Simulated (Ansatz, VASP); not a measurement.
# MoSeO (2H-MoOSe, 1 layer) in two plane-wave programs

One calculation is typed for both programs; each brings its own data sets. How far apart do they land? The structure shown is the start of the Ansatz relaxation below; VASP solves that cell, so the two are compared at the walk's first step.

Program: Ansatz 0.2.0. Level of theory: plane waves, with VASP 6.6.1 beside it; single point at PBE. Results are calculated unless marked as measured.

## 1. Starting point

The cell holds 3 atoms: 1 Se, 1 Mo and 1 O. Cell: a = 3.074 Å, b = 3.074 Å, c = 17.966 Å, α = 90.0°, β = 90.0°, γ = 120.0°. Vacuum lies along c.

## 2. Ansatz: relaxation, PBE

Ansatz runs on its default PAW (the set named soft_2) files.

The two programs are compared at the cell with which this relaxation starts, whose forces are those of its first step.

The input, input.yaml:

```yaml
crystal:
  lattice:
    - [3.073852, 0.0, 0.0]
    - [-1.536926, 2.6620339195, 0.0]
    - [0.0, 0.0, 17.9660770089]
  atoms:
    - { symbol: Se, position: [0.3333333333, 0.6666666667, 0.4174534038] }
    - { symbol: Mo, position: [0.0, 0.0, 0.5236717802] }
    - { symbol: O, position: [0.3333333333, 0.6666666667, 0.5825465962] }
kpoints:
  mp_grid: { grid: [12, 12, 1] }
hamiltonian:
  xc: pbe
scf:
  occupations: { method: fermi_dirac, width: 0.05 }
  convergence: { dr2_threshold: 1.0e-08 }
efield:
  axis: 3
  dipole_correction: true
  ramp_position: 0.97
  ramp_width: 0.04
relax:
  f_tol: 0.01
  cell: { fix: [c, alpha, beta] }
output:
  write_potential: true
  write_density: true
  volumetric_format: npy
```

Launch:

```console
$ ansatz run input.yaml --threads 2 --pin off --max-ram 4096MiB --backend cpu --events-out ev --progress --plain --runs-dir out
```

Numbers of over 12 decimals in the logs are rounded to 6 here.

Output:

```text
Warning: relax.cell: scf.convergence.dr2_threshold = 1e-8 eV is looser than the 3e-10 eV advised for a relaxation that steers and ends on the stress (1e-10 eV for each atom of the cell: 3). What an SCF threshold leaves in a stress goes as its square root, and in the free energy as the threshold itself, and one threshold admits the most on a small cell: [figures from the program's tests cut] Set scf.convergence.dr2_threshold to 3e-10 eV or tighter. The threshold is an SCF's pass mark: one that does not reach it within its budget of iterations ends unconverged, or closes short of it on a stop that the run arms, and scf.convergence.dr2_threshold's page says what that costs each kind of run
Engine: ansatz 0.2.0, x86_64-unknown-linux-gnu
Pseudopotentials: kind: paw
Pseudopotential: Se, paw, valence charge 16, recommended cutoff 420 eV (normal), Se.paw.azcp
Pseudopotential: Mo, paw, valence charge 14, recommended cutoff 420 eV (normal), Mo.paw.azcp
Pseudopotential: O, paw, valence charge 6, recommended cutoff 420 eV (normal), O.paw.azcp
Functional definition: PBE
  parameter kappa = 0.804
  parameter beta = 0.066725
  exchange = pbe_x(kappa = kappa, mu = beta*pi^2/3)
  correlation = pbe_c(beta = beta)
Crystal: 3 atoms, lattice volume = 147.011 Å³
Basis set: ecut = 420 eV, 2857 PW (Γ), exchange–correlation on 48×48×250 points (8 copies of the dense FFT grid, shifted against one another)
Bands: 22, of which v1, the nominal top of the filled ones, is band 18 counted from 1 (17 counted from 0)
Symmetry: 6 space group operations
Space group: P3m1 (ITA 156), of the structure as read, at distance tolerance 5.3e-5 Å
k-points: 19 of 144 (time reversal used)
Non-local potential: Se, projectors of the file, l = 0: 2, l = 1: 2, l = 2: 3, l = 3: 1
Non-local potential: Mo, projectors of the file, l = 0: 3, l = 1: 2, l = 2: 2, l = 3: 1
Non-local potential: O, projectors of the file, l = 0: 2, l = 1: 2, l = 2: 1
PAW form: soft (Blöchl's): semilocal exchange-correlation on the pseudo side does not see the compensation charge
PAW one-centre angular grid: Se, 590 points (default); XC on 64 Gauss nodes
PAW one-centre angular grid: Mo, 590 points (default); XC on 64 Gauss nodes
PAW one-centre angular grid: O, 110 points (default); XC on 64 Gauss nodes
Initial density: superposition of atomic densities (neutral atoms: chi_scale 0, normalization atom), corrected by the library's trained network
Initial wavefunctions: pseudopotential atomic-orbital guess
Functional: x = pbe(κ = 0.804, μ = 0.219515), c = pbe(β = 0.066725)
SCF iter   1: F=—  HF=-10993.273763 eV  |F-HF|=—  |Δ(HF+E_count)|=         —  Δρ=6.25e-3  dr2=6.05e-2  ethr=1.77e-3  p=-0.081 e·Å  D=-9.93e-2 V/Å  ΔV_dip=1.78 eV  dr2_dipole=2.81e-3  V_vac-E_F(+/−)=5.75/3.96 eV  ⟨swp⟩=8.9  Hψ=2309  notcnv=0
efield: sawtooth ramp at fractional position 0.9700 (set: `efield.ramp_position`, or a place that a band, a saddle search or an elastic batch's reference lends), width 0.0400; the density the first Hamiltonian is built on has a dipole p = -0.081 e·Å; the dipole correction subtracts the counter field D = -9.93e-2 V/Å, which shifts the + side's vacuum level by +1.78 eV against the − side's; the planar-averaged density in the ramp window peaks in size at 8.5e-5 e/Å³
preconditioner: auto → none  [insulator: Δε(μ)=0.527 eV  Ē_g=8.855 eV  σ=0.050 eV  W_gap=0.99  n_scr=12 (ndim 8)  ℏωp=13.0 eV  f_vac=0.664  D(μ)=0.01/eV (n_scr^D=0)  ε∞_Penn≈3.2]
SCF iter   2: F=—  HF=-10993.335513 eV  |F-HF|=—  |Δ(HF+E_count)|=   6.18e-2  Δρ=8.74e-3  dr2=7.89e-1  ethr=1.68e-4  p=-0.047 e·Å  D=-5.77e-2 V/Å  ΔV_dip=1.04 eV  dr2_dipole=1.85e-1  V_vac-E_F(+/−)=5.47/4.44 eV  ⟨swp⟩=3.3  Hψ=946  notcnv=0
SCF iter   3: F=—  HF=-10993.293130 eV  |F-HF|=—  |Δ(HF+E_count)|=   4.24e-2  Δρ=5.81e-3  dr2=2.83e-1  ethr=1.68e-4  p=-0.109 e·Å  D=-1.34e-1 V/Å  ΔV_dip=2.41 eV  dr2_dipole=6.49e-2  V_vac-E_F(+/−)=5.79/3.38 eV  ⟨swp⟩=3.4  Hψ=784  notcnv=0
SCF iter   4: F=—  HF=-10993.271881 eV  |F-HF|=—  |Δ(HF+E_count)|=   2.12e-2  Δρ=2.39e-3  dr2=3.07e-2  ethr=1.68e-4  p=-0.093 e·Å  D=-1.14e-1 V/Å  ΔV_dip=2.06 eV  dr2_dipole=5.27e-3  V_vac-E_F(+/−)=5.71/3.65 eV  ⟨swp⟩=2.0  Hψ=635  notcnv=0
SCF iter   5: F=—  HF=-10993.270074 eV  |F-HF|=—  |Δ(HF+E_count)|=   1.81e-3  Δρ=1.06e-3  dr2=2.41e-3  ethr=8.54e-5  p=-0.091 e·Å  D=-1.12e-1 V/Å  ΔV_dip=2.01 eV  dr2_dipole=2.64e-4  V_vac-E_F(+/−)=5.73/3.72 eV  ⟨swp⟩=2.0  Hψ=534  notcnv=0
SCF iter   6: F=—  HF=-10993.269934 eV  |F-HF|=—  |Δ(HF+E_count)|=   1.40e-4  Δρ=3.08e-4  dr2=5.06e-5  ethr=6.68e-6  p=-0.091 e·Å  D=-1.11e-1 V/Å  ΔV_dip=2.00 eV  dr2_dipole=4.17e-8  V_vac-E_F(+/−)=5.71/3.70 eV  ⟨swp⟩=2.0  Hψ=547  notcnv=0
[...]
SCF 5 converged in 7 iterations: F = -10993.417560 eV  dr2 = 2.19e-9
relax step   5: F+E_penalty+E_count = -10993.41756008 eV  Δ(F+E_penalty+E_count) = -5.036e-5 eV  max|allowed force component| = 3.110e-3 eV/Å  Δτ_max = 0.0022 Å  P = -0.017 GPa  Ω = 146.448 Å³  energy of the carried Pulay correction = +3.139e-4 eV  fix = [c, alpha, beta]  reactions: c -0.014 GPa  (7 SCF iters, accepted)
Initial wavefunctions: pseudopotential atomic-orbital guess (no wavefunctions were taken with the density)
iter 1 solved again at ethr=4.95e-7 eV; its pass at ethr=3.10e-3 eV (dr2=1.78e-4 eV) is discarded
SCF iter   1: F=—  HF=-10993.417292 eV  |F-HF|=—  |Δ(HF+E_count)|=         —  Δρ=1.30e-5  dr2=5.08e-8  ethr=4.95e-7  p=-0.103 e·Å  D=-1.28e-1 V/Å  ΔV_dip=2.30 eV  dr2_dipole=3.37e-11  V_vac-E_F(+/−)=6.04/3.74 eV  ⟨swp⟩=4.0  Hψ=3692  notcnv=0
efield: sawtooth ramp at fractional position 0.9700 (set: `efield.ramp_position`, or a place that a band, a saddle search or an elastic batch's reference lends), width 0.0400; the density the first Hamiltonian is built on has a dipole p = -0.103 e·Å; the dipole correction subtracts the counter field D = -1.28e-1 V/Å, which shifts the + side's vacuum level by +2.30 eV against the − side's; the planar-averaged density in the ramp window peaks in size at 8.7e-6 e/Å³
eigensolver tolerance schedule: the retry pair's looser diagonalisation over-reported the residual by 3506.03 of it (diagonalisation noise at 1.27 of the residual, at the tolerance the schedule requests for it); recorded, not acted on — ethr = c·dr2/N_el stays at c = 1.0e-1
preconditioner: auto → none  [insulator: Δε(μ)=0.789 eV  Ē_g=8.981 eV  σ=0.050 eV  W_gap=1.00  n_scr=12 (ndim 8)  ℏωp=13.0 eV  f_vac=0.671  D(μ)=0.00/eV (n_scr^D=0)  ε∞_Penn≈3.1]
SCF iter   2: F=—  HF=-10993.417279 eV  |F-HF|=—  |Δ(HF+E_count)|=   1.30e-5  Δρ=8.03e-6  dr2=1.00e-7  ethr=1.41e-10  p=-0.103 e·Å  D=-1.28e-1 V/Å  ΔV_dip=2.30 eV  dr2_dipole=1.13e-8  V_vac-E_F(+/−)=6.04/3.74 eV  ⟨swp⟩=4.2  Hψ=1145  notcnv=0
SCF iter   3: F=—  HF=-10993.417279 eV  |F-HF|=—  |Δ(HF+E_count)|=   2.75e-8  Δρ=7.40e-6  dr2=3.36e-7  ethr=1.41e-10  p=-0.104 e·Å  D=-1.28e-1 V/Å  ΔV_dip=2.30 eV  dr2_dipole=8.76e-8  V_vac-E_F(+/−)=6.04/3.74 eV  ⟨swp⟩=2.3  Hψ=595  notcnv=0  recentre
SCF iter   4: F=—  HF=-10993.417279 eV  |F-HF|=—  |Δ(HF+E_count)|=   3.13e-8  Δρ=4.04e-6  dr2=3.02e-8  ethr=1.41e-10  p=-0.103 e·Å  D=-1.28e-1 V/Å  ΔV_dip=2.30 eV  dr2_dipole=4.52e-9  V_vac-E_F(+/−)=6.04/3.74 eV  ⟨swp⟩=2.0  Hψ=541  notcnv=0
SCF iter   5: F=-10993.417279 eV  HF=-10993.417279 eV  |F-HF|=6.56e-9  |Δ(HF+E_count)|=   3.02e-9  Δρ=1.67e-6  dr2=7.45e-9  ethr=2.78e-11  p=-0.103 e·Å  D=-1.28e-1 V/Å  ΔV_dip=2.30 eV  dr2_dipole=2.85e-11  V_vac-E_F(+/−)=6.04/3.74 eV  ⟨swp⟩=9.7  Hψ=3083  notcnv=0
SCF 6 converged in 5 iterations: F = -10993.417279 eV  dr2 = 7.45e-9
relax step   6: F+E_penalty+E_count = -10993.41727883 eV  Δ(F+E_penalty+E_count) = +2.813e-4 eV  max|allowed force component| = 3.079e-3 eV/Å  Δτ_max = 0.0000 Å  P = -0.020 GPa  Ω = 146.448 Å³  fix = [c, alpha, beta]  reactions: c -0.010 GPa  stress off target by 2.47e-2 GPa on what of the cell is left free  SCF on the basis re-selected at this cell (its energy is not comparable with the rows above)  (5 SCF iters)
basis re-selected at this cell: Δ(F+E_penalty+E_count) = +2.813e-4 eV, ΔP = -0.003 GPa vs the last step (what re-selecting the basis moved, of the pressure what is left beyond the Pulay correction that the steps carried, after the strain that the cell walked since its last selection, with what the two solves' SCF thresholds leave and, on support functions, any second-order correction that the steps lacked; it is no m [...]
WARN: The output density's exchange-correlation potential varies sharply where the density is thin. Do not read a vacuum level from v_tot or v_xc, or from such a field of the output density. On a cell that repeats whose density bears no net charge and no dipole along the vacuum's axis use v_es (v_loc + v_h of the components); under efield.dipole_correction with no amplitude use v_es + v_field, which holds any externa [...]
SCF converged after 5 iterations
Free energy (F): -10993.417279 eV
Harris-Foulkes:  -10993.417279 eV  (|F-HF|=6.56e-9)
Internal energy: -10993.417268 eV  (E = F + TS)
E sigma→0 (E₀):  -10993.417273 eV
Entropy (-TS):   -0.000011 eV (-0.004 meV/atom)
Fermi energy:    0.905386 eV
Dipole field:    D = -0.127837 V/Å  (p = -0.103461 e·Å, saw-weighted, corrected)
Work function:   Φ+ = 6.0385 eV   Φ− = 3.7417 eV
Levels:          The Fermi level and band energies are counted from a zero that moves with the ramp; work functions are not
--- Per-component energies (eV) ---
  E_band       = -926.106636
  E_kinetic    = 733.351200
  E_local      = -28661.943673  (includes V_loc(G=0)·N_el)
  E_nonlocal   = -405.841817
  E_hartree    = 13894.592723
  E_xc         = -361.553983
  E_vxc        = -421.432694  (∫ρ·V_xc dr)
  E_paw        = -5269.507882  (= ΣΔE_a)
  E_vpaw       = 40.830904  (= ΣTr[D̂ρ^β])
  E_aug_tail   = 0.001824  (compensation charges beyond the density's cutoff)
  E_efield     = 0.006613  (sawtooth field / dipole correction)
  E_vefield    = -0.264673  (∫n·V_field dr)
  E_ewald      = 9077.477726
  E_smearing   = -0.000011  (= −TS)
  E_closure    = 0.000000  (closes the sum)
  Σ components = -10993.417279   (vs F -10993.417279, Δ=0.00e0)
--- Forces (eV/Å), atoms counted from 1 ---
  atom   1  Se    -0.00000000     0.00000000     0.00296492
  atom   2  Mo    -0.00000000     0.00000000     0.00011416
  atom   3  O     -0.00000000     0.00000000    -0.00307914
  max |Σ_I F_I| component: 6.17e-8 eV/Å
--- Stress (GPa, compression-positive) ---
       -0.024729       0.000000      -0.000000
        0.000000      -0.024729      -0.000000
       -0.000000      -0.000000      -0.009891
  P = ⅓ Tr σ = -0.0198 GPa (-0.198 kbar)
--- Band table (eV; the first three rows and the last of 19) ---
  k-point 0: bands = [... 14 lower, -3.1796, -1.2101, -1.2101, 0.5244, 2.5189, 2.5189, 3.3844, 3.3844]
  k-point 1: bands = [... 14 lower, -3.1002, -1.4617, -1.3040, 0.4100, 2.4555, 2.5789, 2.9310, 3.3613]
  k-point 2: bands = [... 14 lower, -3.0448, -2.0952, -1.4803, 0.0108, 2.0390, 2.5489, 2.7451, 3.4812]
  k-point 18: bands = [... 14 lower, -4.2798, -3.4828, -2.4853, -0.6348, 1.3133, 2.7440, 3.4813, 3.9646]
--- Relaxed structure (5 steps of the walk, 4 accepted, 1 SCFs on fresh bases) ---
  F+E_penalty+E_count = -10993.41727883 eV   max|allowed force component| = 3.079e-3 eV/Å   (the final SCF, on the basis selected at the relaxed cell)
  cell:  # Å, volume = 146.4478 Å³
    - [3.067958, 0.0, 0]
    - [-1.533979, 2.656930, 0]
    - [0, 0, 17.9660770089]
  atoms:
    - { symbol: Se, position: [0.333333, 0.666667, 0.421600] }
    - { symbol: Mo, position: [0, -3.7007434155248937e-17, 0.520122] }
    - { symbol: O, position: [0.333333, 0.666667, 0.581950] }
```

The column dr2 measures how far the density is from self-consistency, as an energy; F and HF (Harris–Foulkes) agree once it is small.

## 3. VASP: single point, PBE, start cell

The same cell, functional, mesh and smearing now go to VASP, with its own data sets.

Lines of VASP's logs that name or quote its potential files are left out, and so is its time.

The input, INCAR:

```
SYSTEM = MoSeO
PREC = Accurate
ENCUT = 520
EDIFF = 1E-06
NELM = 120
ISMEAR = -1
SIGMA = 0.05
LREAL = .FALSE.
ALGO = Normal
GGA = PE
NBANDS = 19
LASPH = .TRUE.
LORBIT = 11
LWAVE = .FALSE.
LCHARG = .FALSE.
ISIF = 2
LDIPOL = .TRUE.
IDIPOL = 3
DIPOL = 0.5 0.5 0.509
LVHAR = .TRUE.
GGA_COMPAT = .FALSE.
EFERMI = MIDGAP
NELMDL = -8
```

The input, POSCAR:

```
MoSeO
1.0
    3.0738520000      0.0000000000      0.0000000000
   -1.5369260000      2.6620340000      0.0000000000
    0.0000000000      0.0000000000     17.9660770000
Se Mo O
1 1 1
Direct
    0.3333332707      0.6666665414      0.4174534040
    0.0000000000      0.0000000000      0.5236718066
    0.3333332707      0.6666665414      0.5825465960
```

The input, KPOINTS:

```
Automatic mesh
0
Gamma
12 12 1
0 0 0
```

The projector-augmented-wave data sets are Se, Mo_sv and O (PBE family, release 64).

Launch:

```console
$ mpirun -np 1 vasp_std
```

Output:

```text
[banner, memory and clock lines left out]
running    1 mpi-ranks, on    1 nodes
 distrk:  each k-point on    1 cores,    1 groups
 distr:  one band on    1 cores,    1 groups

 POSCAR found type information on POSCAR SeMoO
 POSCAR found :  3 types and       3 ions
 LDA part: xc-table for (Slater+PW92), standard interpolation
 POSCAR, INCAR and KPOINTS ok, starting setup
 FFT: planning ... GRIDC
 FFT: planning ... GRID_SOFT
 FFT: planning ... GRID
 WAVECAR not read
 entering main loop
       N       E                     dE             d eps       ncg     rms          rms(c)
DAV:   1     0.191699609938E+03    0.19170E+03   -0.14017E+04   890   0.112E+03
DAV:   2    -0.126569743327E+02   -0.20436E+03   -0.20137E+03   949   0.280E+02
DAV:   3    -0.256330334319E+02   -0.12976E+02   -0.12803E+02   935   0.676E+01
DAV:   4    -0.258720626031E+02   -0.23903E+00   -0.23725E+00   970   0.829E+00
DAV:   5    -0.258744379218E+02   -0.23753E-02   -0.23733E-02   910   0.831E-01
DAV:   6    -0.258744703671E+02   -0.32445E-04   -0.32445E-04   945   0.105E-01
DAV:   7    -0.258744711666E+02   -0.79950E-06   -0.79947E-06   925   0.147E-02
DAV:   8    -0.258744711916E+02   -0.25021E-07   -0.24995E-07   773   0.247E-03    0.242E+01
DAV:   9    -0.233956297482E+02    0.24788E+01   -0.23673E+01   806   0.343E+01    0.785E+00
DAV:  10    -0.230270609617E+02    0.36857E+00   -0.11118E+01   812   0.206E+01    0.745E+00
DAV:  11    -0.227115832570E+02    0.31548E+00   -0.36353E+00   769   0.998E+00    0.161E+00
DAV:  12    -0.226374821332E+02    0.74101E-01   -0.70114E-01   928   0.414E+00    0.499E-01
DAV:  13    -0.226347466392E+02    0.27355E-02   -0.41968E-02   839   0.127E+00    0.246E-01
DAV:  14    -0.226342718726E+02    0.47477E-03   -0.59423E-03   849   0.558E-01    0.955E-02
[...]
DAV:  19    -0.226340616594E+02   -0.57951E-04   -0.21475E-05   865   0.283E-02    0.758E-03
DAV:  20    -0.226340703405E+02   -0.86812E-05   -0.34756E-06   860   0.930E-03    0.458E-03
DAV:  21    -0.226341046171E+02   -0.34277E-04   -0.78751E-06   931   0.145E-02    0.416E-03
DAV:  22    -0.226341202608E+02   -0.15644E-04   -0.15598E-06   771   0.771E-03    0.148E-03
DAV:  23    -0.226341377013E+02   -0.17441E-04   -0.77742E-07   734   0.303E-03    0.551E-04
DAV:  24    -0.226341457946E+02   -0.80933E-05   -0.44178E-07   773   0.180E-03    0.571E-04
DAV:  25    -0.226341493353E+02   -0.35407E-05   -0.24836E-07   711   0.223E-03    0.638E-04
DAV:  26    -0.226341500794E+02   -0.74415E-06   -0.44286E-08   555   0.125E-03
   1 F= -.22634150E+02 E0= -.22634030E+02  d E =-.239302E-03
```

(Continued in part 2 of 2.)

[Lines on the potential files, build, host, timing and source positions are cut from VASP's logs without a mark.]

[Logs are printed without paths, hosts, clocks, repeated set-up lines and the standing remarks that a program may print on its own settings, such as how far it seeks lower states.]

[Hosts, paths, dates, database ids (printed as entryN), source tags and the programs' standing remarks are cut or masked in the printed files.]
